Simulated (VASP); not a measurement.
BFH2: single point with RPBE+D3(BJ)

The system is BFH2, in a box.

```
CELL_PARAMETERS angstrom
12.00000 0.00000 0.00000
0.00000 11.00000 0.00000
0.00000 0.00000 11.00000
ATOMIC_POSITIONS crystal
B 0.49678 0.49061 0.50828
F 0.58749 0.46400 0.57016
H 0.41468 0.43197 0.52800
H 0.50190 0.57185 0.43602
```

| Property | Result |
| --- | --- |
| Program | VASP 6.6.1 |
| Task | single point |
| Functional | RPBE |
| Dispersion | D3(BJ) |
| Potentials or basis | VASP PAW PBE potentials, release 64 (B, F, H) |
| Cutoff | 520 eV |
| k mesh | 1 × 1 × 1 |
| Occupations | gaussian, width 0.01 eV |
| Spin | no spin polarisation |

```
Largest force                   : 1.031 eV/Å
Gap between the frontier levels : 5.56 eV
Dispersion energy per atom      : -0.038 eV
```

Forces in eV/Å, atoms in the order of the input:
```
B   -0.705  0.191 -0.443
F    0.852 -0.230  0.533
H   -0.152 -0.096  0.031
H    0.006  0.135 -0.121
```

Levels at points of the mesh, in eV from the valence-band top:
| k point | band 2 | band 3 | band 4 | band 5 | band 6 | band 7 | band 8 | band 9 | band 10 | band 11 |
| --- | --- | --- | --- | --- | --- | --- | --- | --- | --- | --- |
| (0.00, 0.00, 0.00) | -6.02 | -3.75 | -3.45 | -3.19 | 0.00 | 5.56 | 7.34 | 8.01 | 8.40 | 8.48 |

It took 78 s on 1 thread of Intel(R) Xeon(R) 6975P-C (Granite Rapids), on a shared host, peak memory 1.1 GiB.

Caveat: the PAW data sets were made with another functional, which shifts forces and pressure a little. RPBE gaps usually lie below the measured ones, often by a third to a half.
